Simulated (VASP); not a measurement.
# Ca2TeS with PBE: from relaxation to properties, part 3 of 4

Aim: relax Ca2TeS, then compute properties on the relaxed cell. The cell is invented: it takes the structure of COD entry 9000108, CdS (space group 216 there), with some of its atoms replaced by other elements, volume scaled by an estimate. It may not be a known or stable phase.

VASP 6.6.1, plane waves and PAW; the level of theory is named at each step.

So far, gap on the k-mesh (eV): step 2 (rough relaxation of the start cell) 2.37; step 3 (full relaxation (PBE)) 2.37. The relaxed cell has a = 4.688, c = 23.621 Å (conventional setting).

**5. Bands along the symmetry lines (PBE)**

Level of this step: PBE; plane waves and PAW (Te, Ca_sv, S); invented cell (VASP).

Levels along the symmetry lines show where the bands peak and cross; KPOINTS_OPT computes them in the converged potential.

The input, INCAR:

```
SYSTEM = Ca2TeS
PREC = Accurate
ENCUT = 400
EDIFF = 1E-06
NELM = 100
ISMEAR = 0
SIGMA = 0.05
LREAL = .FALSE.
ALGO = Normal
GGA = PE
NBANDS = 30
LORBIT = 11
LWAVE = .FALSE.
LCHARG = .FALSE.
KPAR = 2
```

The input, POSCAR:

```
Ca2TeS
1.0
    2.3441484068      1.3533946540      7.8738150273
   -2.3441484068      1.3533946540      7.8738150273
    0.0000000000     -2.7067893079      7.8738150273
Te Ca S
1 2 1
Direct
    0.6217341323      0.6217341323      0.6217341323
    0.4919858784      0.4919858784      0.4919858784
    0.0104183776      0.0104183776      0.0104183776
    0.1258616117      0.1258616117      0.1258616117
```

The input, KPOINTS:

```
Automatic mesh
0
Gamma
5 5 5
0 0 0
```

The input, KPOINTS_OPT:

```
Line mode
16
Line-mode
Reciprocal
  0.00000000   0.00000000   0.00000000 GAMMA
  0.50000000   0.00000000   0.00000000 L

  0.50000000   0.00000000   0.00000000 L
  0.50000000   0.18636308  -0.18636308 B1

  0.81363692   0.50000000   0.18636308 B
  0.50000000   0.50000000   0.50000000 Z

  0.50000000   0.50000000   0.50000000 Z
  0.00000000   0.00000000   0.00000000 GAMMA

  0.00000000   0.00000000   0.00000000 GAMMA
  0.34318154   0.00000000  -0.34318154 X

  0.65681846   0.34318154   0.00000000 Q
  0.50000000   0.50000000   0.00000000 F

  0.50000000   0.50000000   0.00000000 F
  0.65681846   0.65681846   0.18636308 P1

  0.65681846   0.65681846   0.18636308 P1
  0.50000000   0.50000000   0.50000000 Z

  0.50000000   0.00000000   0.00000000 L
  0.81363692   0.34318154   0.34318154 P
```

The projector-augmented-wave data sets are Te, Ca_sv and S (PBE family, release 64).

On the command line:

```
$ mpirun -np 2 vasp_std
```

Output:

```text
[... set-up lines as in an earlier step ...]
 entering main loop
       N       E                     dE             d eps       ncg     rms          rms(c)
DAV:   1     0.216073575774E+03    0.21607E+03   -0.11930E+04  1180   0.764E+02
DAV:   2    -0.190667809233E+01   -0.21798E+03   -0.20754E+03  1304   0.235E+02
DAV:   3    -0.175252546514E+02   -0.15619E+02   -0.15461E+02  1842   0.520E+01
DAV:   4    -0.184735510953E+02   -0.94830E+00   -0.94080E+00  1740   0.108E+01
DAV:   5    -0.184963863050E+02   -0.22835E-01   -0.22834E-01  1626   0.160E+00    0.658E+00
DAV:   6    -0.176110379030E+02    0.88535E+00   -0.13184E+00  1368   0.353E+00    0.423E+00
DAV:   7    -0.175349132186E+02    0.76125E-01   -0.40900E-01  1456   0.239E+00    0.230E+00
DAV:   8    -0.175591612417E+02   -0.24248E-01   -0.81083E-02  1440   0.139E+00    0.478E-01
DAV:   9    -0.175580507318E+02    0.11105E-02   -0.68192E-03  1464   0.420E-01    0.224E-01
DAV:  10    -0.175603356305E+02   -0.22849E-02   -0.25574E-03  1356   0.175E-01    0.919E-02
DAV:  11    -0.175614611269E+02   -0.11255E-02   -0.97096E-04  1358   0.116E-01    0.529E-02
DAV:  12    -0.175615806691E+02   -0.11954E-03   -0.19552E-04  1442   0.495E-02    0.182E-02
DAV:  13    -0.175616049599E+02   -0.24291E-04   -0.43473E-05  1550   0.257E-02    0.108E-02
DAV:  14    -0.175616050601E+02   -0.10020E-06   -0.50490E-06  1384   0.844E-03
   1 F= -.17561605E+02 E0= -.17561605E+02  d E =-.715311E-17
 Start KPOINTS_OPT (optional k-point list driver)
k-point batch [1-19\144]
       N       E                     dE             ncg
DAV:   1    -0.379556139849E+04   -0.11777E+05     1164
DAV:   2    -0.789260432956E+04   -0.40970E+04     1354
DAV:   3    -0.816419708387E+04   -0.27159E+03     1810
DAV:   4    -0.818168336381E+04   -0.17486E+02     1784
DAV:   5    -0.818206206932E+04   -0.37871E+00     1650
DAV:   6    -0.818206587297E+04   -0.38037E-02     1648
DAV:   7    -0.818206599378E+04   -0.12081E-03     1706
DAV:   8    -0.818206599550E+04   -0.17222E-05     1384
DAV:   9    -0.818206599562E+04   -0.11895E-06     1078
[...]
k-point batch [134-144\144]
       N       E                     dE             ncg
DAV:   1     0.197333386322E+04   -0.10766E+05      676
DAV:   2    -0.344268899796E+03   -0.23176E+04      776
DAV:   3    -0.505251471314E+03   -0.16098E+03     1034
DAV:   4    -0.516201939877E+03   -0.10950E+02     1050
DAV:   5    -0.516439978169E+03   -0.23804E+00      924
DAV:   6    -0.516441668178E+03   -0.16900E-02      976
DAV:   7    -0.516441719224E+03   -0.51047E-04      964
DAV:   8    -0.516441720697E+03   -0.14725E-05      856
DAV:   9    -0.516441720756E+03   -0.59712E-07      538
```

Run time: 4.8 min. Hardware: 2 MPI ranks of Intel Xeon Platinum 8488C (Sapphire Rapids), shared host; peak memory 0.8 GiB; 9.5 min of CPU time.

From OUTCAR (step 5):

```text
   k-points           NKPTS =     19   k-points in BZ     NKDIM =     19   number of bands    NBANDS=     30

   NELECT =      32.0000    total number of electrons

 E-fermi :   1.3474

 k-point     1 :       0.0000    0.0000    0.0000
  band No.  band energies     occupation
    ...
     12      -0.2442      2.00000
     13      -0.2442      2.00000
     14       0.2172      2.00000
     15       1.0530      2.00000
     16       1.0530      2.00000
     17       3.4296      0.00000
     18       5.2717      0.00000
     19       5.4994      0.00000
     20       5.4994      0.00000
     21       5.5811      0.00000
    ...

  Total       -0.0325348     -0.0325348      0.0117499     -0.0000000      0.0000000      0.0000000
  in kB       -0.3477867     -0.3477867      0.1256024     -0.0000000      0.0000000      0.0000000
  external PRESSURE =      -0.1899903 kB  Pullay stress =       0.0000000 kB

 POSITION                                       TOTAL-FORCE (eV/Angst)
 -----------------------------------------------------------------------------------
      0.00000      0.00000     14.68626         0.000000     -0.000000     -0.005312
      0.00000      0.00000     11.62142         0.000000      0.000000      0.000197
      0.00000      0.00000      0.24610         0.000000     -0.000000     -0.003725
      0.00000      0.00000      2.97303         0.000000      0.000000      0.008839
 -----------------------------------------------------------------------------------
    total drift:                               -0.000000      0.000000     -0.000789

  FREE ENERGIE OF THE ION-ELECTRON SYSTEM (eV)
  ---------------------------------------------------
  free  energy   TOTEN  =       -17.5616050601 eV

  energy  without entropy=      -17.5616050601  energy(sigma->0) =      -17.56160506

[... 8 parts as in an earlier step ...]

[... 8 further parts left out ...]
```

Spin-orbit coupling is off here; with elements this heavy it splits and shifts levels by tenths of an eV or more.

Numbers from this step:

```yaml
scf_cycles: 14
bands: 30
fermi_energy: 1.347 eV
pressure: -0.01900 GPa
least_gap_on_mesh_and_path: 2.368 eV
least_direct_gap_on_mesh_and_path: 2.377 eV
valence_top_at_k: 0.5, 0.5, 0.5
```

The electronic bands at the labelled points (eV, zero at the valence-band top; v1 is the highest filled band, c1 the lowest empty one):

| point | v4 | v3 | v2 | v1 | c1 | c2 | c3 | c4 |
| --- | --- | --- | --- | --- | --- | --- | --- | --- |
| Γ | -1.31 | -0.84 | -0.01 | -0.01 | 2.37 | 4.21 | 4.44 | 4.44 |
| 0.47 of the way | -1.27 | -0.84 | -0.75 | -0.08 | 3.06 | 3.82 | 3.91 | 4.29 |
| L | -1.34 | -1.23 | -0.81 | -0.17 | 3.03 | 3.30 | 3.96 | 4.43 |
| 0.53 of the way | -1.40 | -1.29 | -0.70 | -0.50 | 3.03 | 3.36 | 3.77 | 4.33 |
| B1 | -1.57 | -0.92 | -0.78 | -0.62 | 3.02 | 3.32 | 3.87 | 4.33 |
| jump to B | -1.57 | -0.92 | -0.78 | -0.62 | 3.02 | 3.32 | 3.87 | 4.33 |
| 0.53 of the way | -1.30 | -0.96 | -0.62 | -0.15 | 3.34 | 3.68 | 4.01 | 4.59 |
| Z | -1.30 | -1.30 | 0.00 | 0.00 | 3.55 | 4.11 | 4.16 | 4.16 |
| 0.53 of the way | -1.31 | -1.06 | 0.00 | 0.00 | 2.77 | 4.26 | 4.29 | 4.29 |
| Γ | -1.31 | -0.84 | -0.01 | -0.01 | 2.37 | 4.21 | 4.44 | 4.44 |
| 0.47 of the way | -1.29 | -0.91 | -0.77 | -0.18 | 2.99 | 3.76 | 4.05 | 4.22 |
| X | -1.56 | -0.96 | -0.77 | -0.62 | 3.01 | 3.32 | 3.86 | 4.32 |
| jump to Q | -1.56 | -0.96 | -0.77 | -0.62 | 3.01 | 3.32 | 3.86 | 4.32 |
| 0.53 of the way | -1.35 | -0.88 | -0.62 | -0.43 | 2.72 | 3.77 | 3.97 | 4.40 |
| F | -1.23 | -0.90 | -0.63 | -0.17 | 2.62 | 3.81 | 4.19 | 4.48 |
| 0.47 of the way | -1.23 | -0.91 | -0.64 | -0.17 | 2.63 | 3.81 | 4.16 | 4.46 |
| P1 | -1.23 | -0.96 | -0.68 | -0.17 | 2.69 | 3.79 | 4.09 | 4.43 |
| 0.47 of the way | -1.26 | -0.97 | -0.65 | -0.08 | 3.20 | 3.89 | 4.07 | 4.43 |
| Z | -1.30 | -1.30 | 0.00 | 0.00 | 3.55 | 4.11 | 4.16 | 4.16 |
| jump to L | -1.34 | -1.23 | -0.81 | -0.17 | 3.03 | 3.30 | 3.96 | 4.43 |
| 0.47 of the way | -1.23 | -1.17 | -0.77 | -0.17 | 2.86 | 3.53 | 3.98 | 4.43 |
| P | -1.23 | -0.96 | -0.68 | -0.17 | 2.69 | 3.79 | 4.09 | 4.43 |

Of the projections kept (Te, Ca, S), the largest for each band there; the rest of the weight can lie on other orbitals:

```
point      v4       v3       v2       v1       c1       c2       c3       c4
    Γ  S 0.85  Te 0.45  Te 0.82  Te 0.82  Ca 0.42  Ca 0.83  Ca 0.99  Ca 0.99
    L  S 0.84   S 0.89  Te 0.86  Te 0.86  Ca 0.84  Ca 0.92  Ca 0.88  Ca 0.88
   B1  S 0.68  Te 0.85  Te 0.53  Te 0.75  Ca 0.87  Ca 0.92  Ca 0.86  Ca 0.95
    B  S 0.68  Te 0.85  Te 0.53  Te 0.75  Ca 0.87  Ca 0.92  Ca 0.86  Ca 0.95
    Z  S 0.85   S 0.85  Te 0.83  Te 0.83  Te 0.40  Ca 0.39  Ca 0.97  Ca 0.97
    Γ  S 0.85  Te 0.45  Te 0.82  Te 0.82  Ca 0.42  Ca 0.83  Ca 0.99  Ca 0.99
```

The path finds the gap of the mesh within 0.02 eV, so the mesh comes close to both band edges.

**6. Total and projected DOS (PBE)**

Here the states are counted by energy and projected on the atoms. The mesh is finer than in the run before.

Edit INCAR of step 5 so:

```diff
@@ -5,3 +5,3 @@
 NELM = 100
-ISMEAR = 0
+ISMEAR = -5
 SIGMA = 0.05
@@ -15 +15,2 @@
 KPAR = 2
+NEDOS = 2001
```

POSCAR is that of step 5.

The input, KPOINTS:

```
Automatic mesh
0
Gamma
7 7 7
0 0 0
```

On the command line:

```
$ mpirun -np 2 vasp_std
```

Output:

```text
[... set-up lines as in an earlier step ...]
 entering main loop
       N       E                     dE             d eps       ncg     rms          rms(c)
DAV:   1     0.218799903689E+03    0.21880E+03   -0.11764E+04  2656   0.760E+02
DAV:   2    -0.216802841020E+01   -0.22097E+03   -0.20976E+03  3020   0.237E+02
DAV:   3    -0.175547781231E+02   -0.15387E+02   -0.15242E+02  4256   0.522E+01
DAV:   4    -0.184738571048E+02   -0.91908E+00   -0.91216E+00  4024   0.107E+01
DAV:   5    -0.184966855676E+02   -0.22828E-01   -0.22827E-01  3772   0.149E+00    0.658E+00
DAV:   6    -0.176114581695E+02    0.88523E+00   -0.13110E+00  3190   0.353E+00    0.423E+00
DAV:   7    -0.175355400501E+02    0.75918E-01   -0.41287E-01  3412   0.240E+00    0.230E+00
DAV:   8    -0.175596832530E+02   -0.24143E-01   -0.81171E-02  3274   0.139E+00    0.474E-01
DAV:   9    -0.175584960659E+02    0.11872E-02   -0.70186E-03  3410   0.425E-01    0.219E-01
DAV:  10    -0.175608276744E+02   -0.23316E-02   -0.26644E-03  3124   0.179E-01    0.905E-02
DAV:  11    -0.175619029140E+02   -0.10752E-02   -0.93670E-04  3170   0.114E-01    0.523E-02
DAV:  12    -0.175620238411E+02   -0.12093E-03   -0.20152E-04  3324   0.506E-02    0.172E-02
DAV:  13    -0.175620463153E+02   -0.22474E-04   -0.39421E-05  3730   0.245E-02    0.985E-03
DAV:  14    -0.175620465818E+02   -0.26657E-06   -0.45388E-06  3196   0.800E-03
   1 F= -.17562047E+02 E0= -.17562047E+02  d E =0.000000E+00
```

It took 1.9 min on 2 MPI ranks; peak memory 0.91 GiB; 3.8 min of CPU time.

From OUTCAR (step 6):

```text
   k-points           NKPTS =     44   k-points in BZ     NKDIM =     44   number of bands    NBANDS=     30

   NELECT =      32.0000    total number of electrons

 E-fermi :   1.0671

 k-point     1 :       0.0000    0.0000    0.0000
  band No.  band energies     occupation
    ...
     12      -0.2441      2.00000
     13      -0.2441      2.00000
     14       0.2169      2.00000
     15       1.0525      2.00000
     16       1.0525      2.00000
     17       3.4294      0.00000
     18       5.2714      0.00000
     19       5.4994      0.00000
     20       5.4994      0.00000
     21       5.5808      0.00000
    ...

  Total       -0.0345300     -0.0345300      0.0133347      0.0000000      0.0000000      0.0000000
  in kB       -0.3691144     -0.3691144      0.1425432      0.0000000      0.0000000      0.0000000
  external PRESSURE =      -0.1985619 kB  Pullay stress =       0.0000000 kB

 POSITION                                       TOTAL-FORCE (eV/Angst)
 -----------------------------------------------------------------------------------
      0.00000      0.00000     14.68626         0.000000     -0.000000     -0.006028
      0.00000      0.00000     11.62142         0.000000      0.000000      0.000076
      0.00000      0.00000      0.24610         0.000000     -0.000000     -0.002764
      0.00000      0.00000      2.97303         0.000000      0.000000      0.008717
 -----------------------------------------------------------------------------------
    total drift:                               -0.000000      0.000000     -0.000748

  FREE ENERGIE OF THE ION-ELECTRON SYSTEM (eV)
  ---------------------------------------------------
  free  energy   TOTEN  =       -17.5620465818 eV

  energy  without entropy=      -17.5620465818  energy(sigma->0) =      -17.56204658

[... 6 parts as in an earlier step ...]

[... 10 further parts left out ...]
```

This step gave:

```yaml
irreducible_k_points: 44
fermi_energy: 1.067 eV
pressure: -0.01986 GPa
valence_top_at_k: 0.4286, 0.4286, 0.4286
least_direct_gap_on_the_k_mesh: 2.377 eV
```

The density of states has structure finer than the step of the table below, so its rows give means over 0.5 eV, whole bins alone (the curve runs from -12.0 to 5.20 eV). Peaks (eV: height): total -10.69: 15.3, -1.26: 14.2, -0.71: 14.9, 4.56: 14.9; Ca d 3.92: 2.88, 4.33: 4.94, 4.56: 7.53, 4.88: 5.44; S p -1.90: 2.91, -1.66: 2.83, -1.26: 5.85, -0.71: 1.07; Te p -1.66: 0.863, -0.95: 1.76, -0.71: 4.75, -0.23: 2.18; Ca p -10.69: 0.199, -8.85: 0.115, -1.26: 0.195, -0.71: 0.236.

States under -12.0 eV and over 5.2 eV are left out. Table of density of states by energy, zero at the valence-band top; means over each step; 7 of 8 lines; values in states/eV/cell:

| energy (eV) | total | Ca d | S p | Te p | Ca p | Ca s | S s |
| --- | --- | --- | --- | --- | --- | --- | --- |
| -11.5 | 0 | 0 | 0 | 0 | 0 | 0 | 0 |
| -11.0 | 1.33 | 0.00549 | 6.8e-5 | 1.3e-5 | 0.0130 | 0.00466 | 0.860 |
| -10.5 | 2.68 | 0.0136 | 1.4e-4 | 3.5e-5 | 0.0333 | 0.00489 | 1.76 |
| -10.0 | 0 | 0 | 0 | 0 | 0 | 0 | 0 |
| -9.5 | 0 | 0 | 0 | 0 | 0 | 0 | 0 |
| -9.0 | 4.00 | 0.0186 | 1.4e-4 | 5.1e-4 | 0.0344 | 0.0106 | 0.00340 |
| -8.5 | 0 | 0 | 0 | 0 | 0 | 0 | 0 |
| -8.0 | 0 | 0 | 0 | 0 | 0 | 0 | 0 |
| -7.5 | 0 | 0 | 0 | 0 | 0 | 0 | 0 |
| -7.0 | 0 | 0 | 0 | 0 | 0 | 0 | 0 |
| -6.5 | 0 | 0 | 0 | 0 | 0 | 0 | 0 |
| -6.0 | 0 | 0 | 0 | 0 | 0 | 0 | 0 |
| -5.5 | 0 | 0 | 0 | 0 | 0 | 0 | 0 |
| -5.0 | 0 | 0 | 0 | 0 | 0 | 0 | 0 |
| -4.5 | 0 | 0 | 0 | 0 | 0 | 0 | 0 |
| -4.0 | 0 | 0 | 0 | 0 | 0 | 0 | 0 |
| -3.5 | 0 | 0 | 0 | 0 | 0 | 0 | 0 |
| -3.0 | 0 | 0 | 0 | 0 | 0 | 0 | 0 |
| -2.5 | 0 | 0 | 0 | 0 | 0 | 0 | 0 |
| -2.0 | 4.12 | 0.0734 | 1.26 | 0.185 | 0.0356 | 0.107 | 0.00532 |
| -1.5 | 7.12 | 0.232 | 2.40 | 0.380 | 0.0848 | 0.0896 | 0.00372 |
| -1.0 | 5.64 | 0.227 | 0.974 | 1.21 | 0.0803 | 0.0377 | 0.00282 |
| -0.5 | 4.81 | 0.222 | 0.237 | 1.66 | 0.0729 | 0.0179 | 5.5e-4 |
| 0.0 | 2.33 | 0.143 | 0.00743 | 0.945 | 0.0271 | 0.00218 | 4.3e-5 |
| 0.5 | 0 | 0 | 0 | 0 | 0 | 0 | 0 |
| 1.0 | 0 | 0 | 0 | 0 | 0 | 0 | 0 |
| 1.5 | 0 | 0 | 0 | 0 | 0 | 0 | 0 |
| 2.0 | 0 | 0 | 0 | 0 | 0 | 0 | 0 |
| 2.5 | 0.284 | 0.0559 | 0.00274 | 0.00300 | 0.00413 | 0.00333 | 0.00275 |
| 3.0 | 3.36 | 0.786 | 0.0547 | 0.0640 | 0.0424 | 0.0286 | 0.0211 |
| 3.5 | 2.92 | 0.924 | 0.0569 | 0.0511 | 0.0246 | 0.0238 | 0.0157 |
| 4.0 | 5.75 | 2.25 | 0.126 | 0.0616 | 0.0372 | 0.0401 | 0.0235 |
| 4.5 | 8.64 | 4.29 | 0.0936 | 0.0870 | 0.0459 | 0.0499 | 0.0182 |

The gap on this mesh is 2.37 eV. In the top eV of the valence band the largest shares in the PAW spheres are Te p 34 % and S p 6 %. The rest lies in smaller channels or between the spheres.

(Part 3 of 4 ends here.)

[Lines on the potential files, build, host, timing and source positions are cut from VASP's logs without a mark.]

[Logs are printed without paths, hosts, clocks, repeated set-up lines and the standing remarks that a program may print on its own settings, such as how far it seeks lower states.]

[Hosts, paths, dates, database ids (printed as entryN), source tags and the programs' standing remarks are cut or masked in the printed files.]

[A measured line is paired with the nearest computed mode of its activity, which favours agreement.]
